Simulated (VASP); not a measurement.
# C (Diamond): what each functional gives, and what it costs

How does the gap of C (Diamond) depend on the functional? The levels: LDA, PBE, r2SCAN, TB-mBJ, TPSS, BLYP, HSE06, B3LYP, r2SCAN-EpsX, HSE03 and r2SCANh. LASPH is on for some levels and off for others; the table marks which. The start is a cell from a database of measured crystal structures.

Calculated with VASP 6.6.1; LDA; plane waves and PAW (C), in the first sound run; inputs show where later runs differ.

Report form: the programs' logs are mostly left out.

### 1. The structure

Symmetry: Fd-3m, No. 227, cubic system. The conventional cell has a = 3.567 Å, b = 3.567 Å, c = 3.567 Å, α = 90.00°, β = 90.00°, γ = 90.00°. Nearest to C lie 4 C at 1.54 Å.

Structure file:

```xyz
2
Lattice="0.0000 1.7834 1.7834 1.7834 0.0000 1.7834 1.7834 1.7834 0.0000" Properties=species:S:1:pos:R:3 pbc="T T T"
C     0.0000    0.0000    0.0000
C     0.8917    0.8917    0.8917
```

### 2. Bands with LDA

The mesh alone shows little of the dispersion and can miss band extrema, so KPOINTS_OPT adds a path through the symmetry points after the self-consistent cycle. LDA, the lowest rung, knows the local density alone.

File INCAR:

```
SYSTEM = C
PREC = Accurate
ENCUT = 520
EDIFF = 1E-06
NELM = 100
ISMEAR = 0
SIGMA = 0.02
LREAL = .FALSE.
ALGO = Normal
GGA = CA
NBANDS = 16
LORBIT = 11
LWAVE = .FALSE.
LCHARG = .FALSE.
KPAR = 4
```

File POSCAR:

```
C
1.0
    0.0000000000      1.7833700000      1.7833700000
    1.7833700000      0.0000000000      1.7833700000
    1.7833700000      1.7833700000      0.0000000000
C
2
Direct
    0.0000000000      0.0000000000      0.0000000000
    0.2500000000      0.2500000000      0.2500000000
```

File KPOINTS:

```
Automatic mesh
0
Gamma
7 7 7
0 0 0
```

File KPOINTS_OPT:

```
Line mode
16
Line-mode
Reciprocal
  0.00000000   0.00000000   0.00000000 GAMMA
  0.50000000   0.00000000   0.50000000 X

  0.50000000   0.00000000   0.50000000 X
  0.50000000   0.25000000   0.75000000 W

  0.50000000   0.25000000   0.75000000 W
  0.37500000   0.37500000   0.75000000 K

  0.37500000   0.37500000   0.75000000 K
  0.00000000   0.00000000   0.00000000 GAMMA

  0.00000000   0.00000000   0.00000000 GAMMA
  0.50000000   0.50000000   0.50000000 L

  0.50000000   0.50000000   0.50000000 L
  0.62500000   0.25000000   0.62500000 U

  0.62500000   0.25000000   0.62500000 U
  0.50000000   0.25000000   0.75000000 W

  0.50000000   0.25000000   0.75000000 W
  0.50000000   0.50000000   0.50000000 L

  0.50000000   0.50000000   0.50000000 L
  0.37500000   0.37500000   0.75000000 K

  0.62500000   0.25000000   0.62500000 U
  0.50000000   0.00000000   0.50000000 X
```

The projector-augmented-wave data sets are C (PBE family, release 64).

The run is started by

```
$ mpirun -np 4 vasp_std
```

Wall time 11 s (4 MPI ranks of AMD EPYC 7R43, shared host); peak memory 0.35 GiB; 41 s of CPU time.

The PAW data sets were made with PBE, though LDA sets exist; this is a small mismatch. At this level the cell is under a tension of 10.7 GPa, so at these settings it is away from equilibrium.

This step gave:

```
SCF cycles                        : 11
electrons                         : 8
bands                             : 16
irreducible k-points              : 20
symmetry operations               : 48
free energy (TOTEN)               : -20.26 eV
Fermi energy                      : 9.795 eV
pressure                          : -10.70 GPa
metallic                          : no
least gap on mesh and path        : 4.100 eV
least direct gap on mesh and path : 5.545 eV
valence top at k                  : 0, 0, 0
conduction bottom at k            : 0.3667, 0, 0.3667
least direct gap at k             : 0, 0, 0
```

The electronic bands at the labelled points (eV, zero at the valence-band top; v1 is the highest filled band, c1 the lowest empty one):

| point | v3 | v2 | v1 | c1 | c2 | c3 | c4 |
| --- | --- | --- | --- | --- | --- | --- | --- |
| Γ | 0.00 | 0.00 | 0.00 | 5.54 | 5.54 | 5.54 | 13.57 |
| 0.47 of the way | -3.92 | -3.84 | -3.84 | 4.50 | 10.74 | 10.99 | 10.99 |
| X | -12.61 | -6.30 | -6.30 | 4.71 | 4.71 | 16.64 | 16.64 |
| 0.47 of the way | -12.30 | -7.23 | -7.23 | 6.57 | 6.57 | 15.61 | 15.61 |
| W | -11.78 | -8.37 | -8.37 | 10.45 | 10.45 | 12.35 | 12.35 |
| 0.47 of the way | -11.50 | -9.08 | -6.74 | 7.60 | 10.72 | 13.28 | 14.15 |
| K | -11.59 | -9.37 | -5.36 | 5.62 | 10.66 | 14.25 | 15.55 |
| 0.53 of the way | -5.95 | -5.11 | -1.52 | 7.77 | 8.64 | 9.57 | 13.68 |
| Γ | 0.00 | 0.00 | 0.00 | 5.54 | 5.54 | 5.54 | 13.57 |
| 0.47 of the way | -5.97 | -1.61 | -1.61 | 7.58 | 7.58 | 8.07 | 14.49 |
| L | -13.37 | -2.79 | -2.79 | 8.39 | 8.39 | 9.03 | 15.41 |
| 0.53 of the way | -12.48 | -6.15 | -4.05 | 6.98 | 11.03 | 12.10 | 14.61 |
| U | -11.59 | -9.37 | -5.36 | 5.62 | 10.66 | 14.25 | 15.55 |
| 0.47 of the way | -11.52 | -9.15 | -6.47 | 7.18 | 10.72 | 13.46 | 14.44 |
| W | -11.78 | -8.37 | -8.37 | 10.45 | 10.45 | 12.35 | 12.35 |
| 0.47 of the way | -12.21 | -6.58 | -4.93 | 8.24 | 9.57 | 13.35 | 14.58 |
| L | -13.37 | -2.79 | -2.79 | 8.39 | 8.39 | 9.03 | 15.41 |
| 0.53 of the way | -12.48 | -6.15 | -4.05 | 6.98 | 11.03 | 12.10 | 14.61 |
| K | -11.59 | -9.37 | -5.36 | 5.62 | 10.66 | 14.25 | 15.55 |
| jump to U | -11.59 | -9.37 | -5.36 | 5.62 | 10.66 | 14.25 | 15.55 |
| 0.53 of the way | -12.39 | -7.44 | -6.09 | 4.91 | 6.39 | 16.05 | 16.36 |
| X | -12.61 | -6.30 | -6.30 | 4.71 | 4.71 | 16.64 | 16.64 |

The gap is 4.10 eV, indirect, from Γ to a point between the labelled ones.

### 3. Bands with PBE

This step: PBE; plane waves and PAW (C) (VASP 6.6.1).

PBE, the usual starting point, adds the gradient of the density.

Edit INCAR of step 2 so:

```diff
@@ -9,3 +9,3 @@
 ALGO = Normal
-GGA = CA
+GGA = PE
 NBANDS = 16
```

POSCAR is that of step 2.

KPOINTS is that of step 2.

KPOINTS_OPT is that of step 2.

The run is started by

```
$ mpirun -np 4 vasp_std
```

It took 12 s on 4 MPI ranks; peak memory 0.35 GiB.

At this level the cell is under a pressure of 2.5 GPa, so at these settings it is away from equilibrium.

Numbers from this step:

| Item | Value |
| --- | --- |
| free energy (TOTEN) | -18.18 eV |
| Fermi energy | 9.995 eV |
| pressure | 2.481 GPa |
| least gap on mesh and path | 4.128 eV |
| least direct gap on mesh and path | 5.590 eV |

Electronic bands along the path, in eV, zero at the valence-band top; v1 is the highest filled band, c1 the lowest empty one:

| point | v3 | v2 | v1 | c1 | c2 | c3 | c4 |
| --- | --- | --- | --- | --- | --- | --- | --- |
| Γ | 0.00 | 0.00 | 0.00 | 5.59 | 5.59 | 5.59 | 13.33 |
| 0.47 of the way | -4.02 | -3.84 | -3.84 | 4.53 | 10.79 | 11.07 | 11.07 |
| X | -12.76 | -6.30 | -6.30 | 4.76 | 4.76 | 16.81 | 16.81 |
| 0.47 of the way | -12.47 | -7.21 | -7.21 | 6.63 | 6.63 | 15.74 | 15.74 |
| W | -11.97 | -8.32 | -8.32 | 10.62 | 10.62 | 12.32 | 12.32 |
| 0.47 of the way | -11.66 | -9.03 | -6.72 | 7.68 | 10.84 | 13.34 | 14.21 |
| K | -11.73 | -9.32 | -5.36 | 5.68 | 10.75 | 14.37 | 15.63 |
| 0.53 of the way | -6.03 | -5.11 | -1.52 | 7.83 | 8.65 | 9.63 | 13.69 |
| Γ | 0.00 | 0.00 | 0.00 | 5.59 | 5.59 | 5.59 | 13.33 |
| 0.47 of the way | -6.02 | -1.61 | -1.61 | 7.64 | 7.64 | 8.03 | 14.50 |
| L | -13.37 | -2.80 | -2.80 | 8.46 | 8.46 | 8.85 | 15.70 |
| 0.53 of the way | -12.50 | -6.19 | -4.05 | 7.04 | 11.11 | 12.05 | 14.77 |
| U | -11.73 | -9.32 | -5.36 | 5.68 | 10.75 | 14.37 | 15.63 |
| 0.47 of the way | -11.67 | -9.09 | -6.46 | 7.26 | 10.82 | 13.54 | 14.50 |
| W | -11.97 | -8.32 | -8.32 | 10.62 | 10.62 | 12.32 | 12.32 |
| 0.47 of the way | -12.24 | -6.63 | -4.92 | 8.37 | 9.56 | 13.36 | 14.71 |
| L | -13.37 | -2.80 | -2.80 | 8.46 | 8.46 | 8.85 | 15.70 |
| 0.53 of the way | -12.50 | -6.19 | -4.05 | 7.04 | 11.11 | 12.05 | 14.77 |
| K | -11.73 | -9.32 | -5.36 | 5.68 | 10.75 | 14.37 | 15.63 |
| jump to U | -11.73 | -9.32 | -5.36 | 5.68 | 10.75 | 14.37 | 15.63 |
| 0.53 of the way | -12.54 | -7.43 | -6.09 | 4.96 | 6.44 | 16.20 | 16.50 |
| X | -12.76 | -6.30 | -6.30 | 4.76 | 4.76 | 16.81 | 16.81 |

The gap is 4.13 eV, indirect, from Γ to a point between the labelled ones. Against LDA that is +0.03 eV; the cost is about the same.

### 4. Bands with r2SCAN

This step: r2SCAN; plane waves and PAW (C) (VASP 6.6.1).

r2SCAN adds the kinetic-energy density, costs more than a GGA and is run with LASPH.

Edit INCAR of step 3 so:

```diff
@@ -9,3 +9,4 @@
 ALGO = Normal
-GGA = PE
+METAGGA = R2SCAN
+LASPH = .TRUE.
 NBANDS = 16
```

POSCAR is that of step 3.

KPOINTS is that of step 3.

KPOINTS_OPT is that of step 3.

The run is started by

```
$ mpirun -np 4 vasp_std
```

Run time: 42 s. Hardware: 4 MPI ranks; peak memory 0.34 GiB; 2.7 min of CPU time.

The PAW data sets were made with PBE, which is usual practice but a small mismatch for other functionals.

Electronic bands along the path, in eV, zero at the valence-band top; v1 is the highest filled band, c1 the lowest empty one:

| point | v3 | v2 | v1 | c1 | c2 | c3 |
| --- | --- | --- | --- | --- | --- | --- |
| Γ | 0.00 | 0.00 | 0.00 | 5.84 | 5.84 | 5.84 |
| 0.47 of the way | -4.35 | -4.07 | -4.07 | 4.73 | 11.29 | 11.70 |
| X | -13.59 | -6.66 | -6.66 | 5.00 | 5.00 | 17.88 |
| 0.47 of the way | -13.29 | -7.59 | -7.59 | 6.96 | 6.96 | 16.68 |
| W | -12.81 | -8.72 | -8.72 | 11.26 | 11.26 | 12.91 |
| 0.47 of the way | -12.44 | -9.44 | -7.08 | 8.08 | 11.43 | 14.07 |
| K | -12.49 | -9.74 | -5.68 | 5.96 | 11.31 | 15.21 |
| 0.53 of the way | -6.44 | -5.41 | -1.62 | 8.21 | 9.05 | 10.16 |
| Γ | 0.00 | 0.00 | 0.00 | 5.84 | 5.84 | 5.84 |
| 0.47 of the way | -6.40 | -1.71 | -1.71 | 8.02 | 8.02 | 8.37 |
| L | -14.04 | -2.98 | -2.98 | 8.88 | 8.88 | 9.13 |
| 0.53 of the way | -13.16 | -6.57 | -4.29 | 7.38 | 11.71 | 12.63 |
| U | -12.49 | -9.74 | -5.68 | 5.96 | 11.31 | 15.21 |
| 0.47 of the way | -12.44 | -9.51 | -6.80 | 7.64 | 11.41 | 14.29 |
| W | -12.81 | -8.72 | -8.72 | 11.26 | 11.26 | 12.91 |
| 0.47 of the way | -12.89 | -7.05 | -5.20 | 8.84 | 9.99 | 14.06 |
| L | -14.04 | -2.98 | -2.98 | 8.88 | 8.88 | 9.13 |
| 0.53 of the way | -13.16 | -6.57 | -4.29 | 7.38 | 11.71 | 12.63 |
| K | -12.49 | -9.74 | -5.68 | 5.96 | 11.31 | 15.21 |
| jump to U | -12.49 | -9.74 | -5.68 | 5.96 | 11.31 | 15.21 |
| 0.53 of the way | -13.35 | -7.82 | -6.44 | 5.21 | 6.77 | 17.21 |
| X | -13.59 | -6.66 | -6.66 | 5.00 | 5.00 | 17.88 |

The gap is 4.32 eV, indirect, from Γ to a point between the labelled ones. Against LDA that is +0.22 eV; this run took 3.8 times the core time.

### 5. Bands with TB-mBJ

This step: TB-mBJ; plane waves and PAW (C) (VASP 6.6.1).

TB-mBJ is a local potential fitted to gaps: it costs far less than a hybrid but gives no energy.

Edit INCAR of step 4 so:

```diff
@@ -4,3 +4,3 @@
 EDIFF = 1E-06
-NELM = 100
+NELM = 150
 ISMEAR = 0
@@ -9,3 +9,3 @@
 ALGO = Normal
-METAGGA = R2SCAN
+METAGGA = MBJ
 LASPH = .TRUE.
```

POSCAR is that of step 4.

KPOINTS is that of step 4.

KPOINTS_OPT is that of step 4.

The run is started by

```
$ mpirun -np 4 vasp_std
```

Run time: 21 s. Hardware: 4 MPI ranks; peak memory 0.4 GiB.

This functional is a potential without an energy, so its energies, forces and stress mean nothing and are not read.

Electronic bands along the path, in eV, zero at the valence-band top; v1 is the highest filled band, c1 the lowest empty one:

| point | v3 | v2 | v1 | c1 | c2 | c3 |
| --- | --- | --- | --- | --- | --- | --- |
| Γ | 0.00 | 0.00 | 0.00 | 6.62 | 6.62 | 6.62 |
| 0.47 of the way | -4.19 | -3.68 | -3.68 | 5.41 | 11.82 | 12.25 |
| X | -13.01 | -6.13 | -6.13 | 5.59 | 5.59 | 18.78 |
| 0.47 of the way | -12.75 | -6.97 | -6.97 | 7.49 | 7.49 | 17.46 |
| W | -12.34 | -7.98 | -7.98 | 11.71 | 11.71 | 13.47 |
| 0.47 of the way | -11.93 | -8.65 | -6.48 | 8.60 | 11.90 | 14.70 |
| K | -11.95 | -8.93 | -5.20 | 6.55 | 11.79 | 15.98 |
| 0.53 of the way | -6.08 | -4.91 | -1.46 | 8.96 | 9.60 | 10.51 |
| Γ | 0.00 | 0.00 | 0.00 | 6.62 | 6.62 | 6.62 |
| 0.47 of the way | -5.97 | -1.53 | -1.53 | 8.70 | 8.70 | 8.77 |
| L | -13.17 | -2.71 | -2.71 | 9.37 | 9.52 | 9.52 |
| 0.53 of the way | -12.37 | -6.11 | -3.92 | 7.96 | 12.34 | 13.01 |
| U | -11.95 | -8.93 | -5.20 | 6.55 | 11.79 | 15.98 |
| 0.47 of the way | -11.93 | -8.72 | -6.23 | 8.16 | 11.88 | 14.93 |
| W | -12.34 | -7.98 | -7.98 | 11.71 | 11.71 | 13.47 |
| 0.47 of the way | -12.13 | -6.57 | -4.73 | 9.41 | 10.45 | 14.70 |
| L | -13.17 | -2.71 | -2.71 | 9.37 | 9.52 | 9.52 |
| 0.53 of the way | -12.37 | -6.11 | -3.92 | 7.96 | 12.34 | 13.01 |
| K | -11.95 | -8.93 | -5.20 | 6.55 | 11.79 | 15.98 |
| jump to U | -11.95 | -8.93 | -5.20 | 6.55 | 11.79 | 15.98 |
| 0.53 of the way | -12.78 | -7.18 | -5.92 | 5.81 | 7.30 | 18.07 |
| X | -13.01 | -6.13 | -6.13 | 5.59 | 5.59 | 18.78 |

The gap is 4.95 eV, indirect, from Γ to a point between the labelled ones. Against LDA that is +0.85 eV; this run took 1.9 times the core time.

### 6. Bands with TPSS

This step: TPSS; plane waves and PAW (C) (VASP 6.6.1).

TPSS is an older meta-GGA.

Edit INCAR of step 5 so:

```diff
@@ -4,3 +4,3 @@
 EDIFF = 1E-06
-NELM = 150
+NELM = 100
 ISMEAR = 0
@@ -9,3 +9,3 @@
 ALGO = Normal
-METAGGA = MBJ
+METAGGA = TPSS
 LASPH = .TRUE.
```

POSCAR is that of step 5.

KPOINTS is that of step 5.

KPOINTS_OPT is that of step 5.

The run is started by

```
$ mpirun -np 4 vasp_std
```

It took 52 s on 4 MPI ranks; peak memory 0.39 GiB; 3.4 min of CPU time.

The electronic bands at the labelled points (eV, zero at the valence-band top; v1 is the highest filled band, c1 the lowest empty one):

| point | v3 | v2 | v1 | c1 | c2 | c3 |
| --- | --- | --- | --- | --- | --- | --- |
| Γ | 0.00 | 0.00 | 0.00 | 5.82 | 5.82 | 5.82 |
| 0.47 of the way | -4.13 | -3.87 | -3.87 | 4.63 | 10.91 | 11.39 |
| X | -13.04 | -6.37 | -6.37 | 4.77 | 4.77 | 17.28 |
| 0.47 of the way | -12.74 | -7.30 | -7.30 | 6.69 | 6.69 | 16.15 |
| W | -12.25 | -8.43 | -8.43 | 10.76 | 10.76 | 12.62 |
| 0.47 of the way | -11.92 | -9.15 | -6.81 | 7.78 | 11.00 | 13.68 |
| K | -11.98 | -9.44 | -5.42 | 5.72 | 10.91 | 14.77 |
| 0.53 of the way | -6.14 | -5.18 | -1.53 | 8.10 | 8.88 | 9.81 |
| Γ | 0.00 | 0.00 | 0.00 | 5.82 | 5.82 | 5.82 |
| 0.47 of the way | -6.13 | -1.62 | -1.62 | 7.90 | 7.90 | 8.17 |
| L | -13.60 | -2.83 | -2.83 | 8.73 | 8.73 | 8.93 |
| 0.53 of the way | -12.72 | -6.30 | -4.09 | 7.15 | 11.44 | 12.27 |
| U | -11.98 | -9.44 | -5.42 | 5.72 | 10.91 | 14.77 |
| 0.47 of the way | -11.93 | -9.22 | -6.54 | 7.35 | 10.99 | 13.88 |
| W | -12.25 | -8.43 | -8.43 | 10.76 | 10.76 | 12.62 |
| 0.47 of the way | -12.45 | -6.75 | -4.98 | 8.51 | 9.75 | 13.70 |
| L | -13.60 | -2.83 | -2.83 | 8.73 | 8.73 | 8.93 |
| 0.53 of the way | -12.72 | -6.30 | -4.09 | 7.15 | 11.44 | 12.27 |
| K | -11.98 | -9.44 | -5.42 | 5.72 | 10.91 | 14.77 |
| jump to U | -11.98 | -9.44 | -5.42 | 5.72 | 10.91 | 14.77 |
| 0.53 of the way | -12.81 | -7.53 | -6.16 | 4.98 | 6.50 | 16.65 |
| X | -13.04 | -6.37 | -6.37 | 4.77 | 4.77 | 17.28 |

The gap is 4.17 eV, indirect, from Γ to a point between the labelled ones. Against LDA that is +0.07 eV; this run took 4.6 times the core time.

### 7. Bands with BLYP

This step: BLYP; plane waves and PAW (C) (VASP 6.6.1).

BLYP comes from molecular chemistry and underbinds dense solids.

Edit INCAR of step 6 so:

```diff
@@ -9,4 +9,7 @@
 ALGO = Normal
-METAGGA = TPSS
-LASPH = .TRUE.
+GGA = B5
+ALDAX = 1
+AGGAX = 1
+AGGAC = 1
+ALDAC = 0
 NBANDS = 16
```

POSCAR is that of step 6.

KPOINTS is that of step 6.

KPOINTS_OPT is that of step 6.

The run is started by

```
$ mpirun -np 4 vasp_std
```

Run time: 14 s. Hardware: 4 MPI ranks; peak memory 0.35 GiB.

At this level the cell is under a pressure of 11.8 GPa, so at these settings it is away from equilibrium.

Electronic bands along the path, in eV, zero at the valence-band top; v1 is the highest filled band, c1 the lowest empty one:

| point | v3 | v2 | v1 | c1 | c2 | c3 | c4 |
| --- | --- | --- | --- | --- | --- | --- | --- |
| Γ | 0.00 | 0.00 | 0.00 | 5.74 | 5.74 | 5.74 | 13.44 |
| 0.47 of the way | -3.95 | -3.74 | -3.74 | 4.78 | 11.11 | 11.11 | 11.13 |
| X | -12.57 | -6.17 | -6.17 | 5.13 | 5.13 | 16.74 | 16.74 |
| 0.47 of the way | -12.28 | -7.04 | -7.04 | 6.95 | 6.95 | 15.72 | 15.72 |
| W | -11.81 | -8.10 | -8.10 | 10.88 | 10.88 | 12.41 | 12.41 |
| 0.47 of the way | -11.48 | -8.79 | -6.56 | 7.97 | 11.06 | 13.41 | 14.28 |
| K | -11.55 | -9.07 | -5.25 | 6.03 | 10.97 | 14.38 | 15.64 |
| 0.53 of the way | -5.90 | -4.97 | -1.49 | 7.96 | 8.79 | 9.74 | 13.85 |
| Γ | 0.00 | 0.00 | 0.00 | 5.74 | 5.74 | 5.74 | 13.44 |
| 0.47 of the way | -5.88 | -1.57 | -1.57 | 7.77 | 7.77 | 8.17 | 14.60 |
| L | -13.10 | -2.75 | -2.75 | 8.64 | 8.64 | 9.03 | 15.94 |
| 0.53 of the way | -12.25 | -6.05 | -3.96 | 7.33 | 11.22 | 12.15 | 14.90 |
| U | -11.55 | -9.07 | -5.25 | 6.03 | 10.97 | 14.38 | 15.64 |
| 0.47 of the way | -11.49 | -8.86 | -6.30 | 7.56 | 11.05 | 13.59 | 14.57 |
| W | -11.81 | -8.10 | -8.10 | 10.88 | 10.88 | 12.41 | 12.41 |
| 0.47 of the way | -12.00 | -6.49 | -4.80 | 8.63 | 9.73 | 13.39 | 14.80 |
| L | -13.10 | -2.75 | -2.75 | 8.64 | 8.64 | 9.03 | 15.94 |
| 0.53 of the way | -12.25 | -6.05 | -3.96 | 7.33 | 11.22 | 12.15 | 14.90 |
| K | -11.55 | -9.07 | -5.25 | 6.03 | 10.97 | 14.38 | 15.64 |
| jump to U | -11.55 | -9.07 | -5.25 | 6.03 | 10.97 | 14.38 | 15.64 |
| 0.53 of the way | -12.35 | -7.25 | -5.96 | 5.33 | 6.77 | 16.16 | 16.45 |
| X | -12.57 | -6.17 | -6.17 | 5.13 | 5.13 | 16.74 | 16.74 |

The gap is 4.45 eV, indirect, from Γ to a point between the labelled ones. Against LDA that is +0.35 eV; this run took 1.3 times the core time.

### 8. Starting orbitals for the hybrid

This step: PBE; plane waves and PAW (C) (VASP 6.6.1).

A hybrid converges badly from random orbitals, so a cheap semilocal run writes a WAVECAR on the same mesh first.

File INCAR:

```
SYSTEM = C
PREC = Accurate
ENCUT = 520
EDIFF = 1E-05
NELM = 100
ISMEAR = 0
SIGMA = 0.02
LREAL = .FALSE.
ALGO = Normal
GGA = PE
NBANDS = 10
LORBIT = 11
LWAVE = .TRUE.
LCHARG = .FALSE.
KPAR = 4
```

POSCAR is that of step 7.

KPOINTS is that of step 7.

The run is started by

```
$ mpirun -np 4 vasp_std
```

Elapsed: 3 s, on 4 MPI ranks; peak memory 0.35 GiB.

The gap is read on the k-mesh alone, so it is an upper bound where the band edges lie off the mesh.

A gap read on the k-mesh alone can miss the band edges.

Numbers from this step:

| Item | Value |
| --- | --- |
| bands | 10 |
| free energy (TOTEN) | -18.18 eV |
| Fermi energy | 9.839 eV |
| pressure | 2.476 GPa |
| conduction bottom at k | 0.4286, 0.4286, 0 |
| gap on the k-mesh | 4.261 eV |
| least direct gap on the k-mesh | 5.590 eV |

### 9. Bands with HSE06

This step: HSE06; plane waves and PAW (C) (VASP 6.6.1).

HSE06 mixes in a quarter of exact exchange at short range, at far higher cost; in semiconductors this cures much of the gap error, while metals seldom gain.

File INCAR:

```
SYSTEM = C
PREC = Accurate
ENCUT = 520
EDIFF = 1E-06
NELM = 100
ISMEAR = 0
SIGMA = 0.02
LREAL = .FALSE.
ALGO = Normal
LHFCALC = .TRUE.
AEXX = 0.25
GGA = PE
HFSCREEN = 0.2
LASPH = .TRUE.
NBANDS = 10
PRECFOCK = Fast
LORBIT = 11
LWAVE = .FALSE.
LCHARG = .FALSE.
KPAR = 4
```

POSCAR is that of step 8.

KPOINTS is that of step 8.

Edit KPOINTS_OPT of step 7 so:

```diff
@@ -1,3 +1,3 @@
 Line mode
-16
+6
 Line-mode
```

The run starts from files that an earlier step left in the folder.

The run is started by

```
$ mpirun -np 4 vasp_std
```

Run time: 5.3 min. Hardware: 4 MPI ranks; peak memory 0.75 GiB; 21 min of CPU time.

The electronic bands at the labelled points (eV, zero at the valence-band top; v1 is the highest filled band, c1 the lowest empty one):

| point | v3 | v2 | v1 | c1 | c2 | c3 |
| --- | --- | --- | --- | --- | --- | --- |
| Γ | 0.00 | 0.00 | 0.00 | 6.99 | 6.99 | 6.99 |
| 0.40 of the way | -3.49 | -3.49 | -3.43 | 6.00 | 11.81 | 11.81 |
| X | -14.08 | -6.87 | -6.87 | 5.93 | 5.93 | 19.25 |
| 0.40 of the way | -13.84 | -7.63 | -7.63 | 7.44 | 7.44 | 18.37 |
| W | -13.24 | -9.04 | -9.04 | 12.18 | 12.18 | 14.27 |
| 0.40 of the way | -12.87 | -9.72 | -7.61 | 9.54 | 12.48 | 15.17 |
| K | -12.94 | -10.12 | -5.86 | 6.91 | 12.40 | 16.57 |
| 0.60 of the way | -5.52 | -4.52 | -1.21 | 8.82 | 10.12 | 10.37 |
| Γ | 0.00 | 0.00 | 0.00 | 6.99 | 6.99 | 6.99 |
| 0.40 of the way | -5.33 | -1.43 | -1.43 | 8.85 | 8.85 | 9.22 |
| L | -14.62 | -3.07 | -3.07 | 10.04 | 10.04 | 10.36 |
| 0.40 of the way | -14.08 | -5.40 | -3.93 | 8.98 | 11.82 | 12.54 |
| U | -12.94 | -10.12 | -5.86 | 6.91 | 12.40 | 16.57 |
| 0.60 of the way | -12.87 | -9.72 | -7.61 | 9.54 | 12.48 | 15.17 |
| W | -13.24 | -9.04 | -9.04 | 12.18 | 12.18 | 14.27 |
| 0.60 of the way | -13.91 | -5.85 | -4.41 | 9.66 | 10.76 | 13.80 |
| L | -14.62 | -3.07 | -3.07 | 10.04 | 10.04 | 10.36 |
| 0.60 of the way | -13.46 | -7.49 | -4.67 | 8.13 | 13.56 | 14.58 |
| K | -12.94 | -10.12 | -5.86 | 6.91 | 12.40 | 16.57 |
| jump to U | -12.94 | -10.12 | -5.86 | 6.91 | 12.40 | 16.57 |
| 0.60 of the way | -13.89 | -7.80 | -6.71 | 6.09 | 7.30 | 18.75 |
| X | -14.08 | -6.87 | -6.87 | 5.93 | 5.93 | 19.25 |

The gap is 5.33 eV, indirect, from Γ to a point between the labelled ones. Against LDA that is +1.23 eV; this run took 28 times the core time, on fewer points of the path.

(Continued in part 2 of 2.)

[Lines on the potential files, build, host, timing and source positions are cut from VASP's logs without a mark.]

[Logs are printed without paths, hosts, clocks, repeated set-up lines and the standing remarks that a program may print on its own settings, such as how far it seeks lower states.]

[Hosts, paths, dates, database ids (printed as entryN), source tags and the programs' standing remarks are cut or masked in the printed files.]

[A measured line is paired with the nearest computed mode of its activity, which favours agreement.]
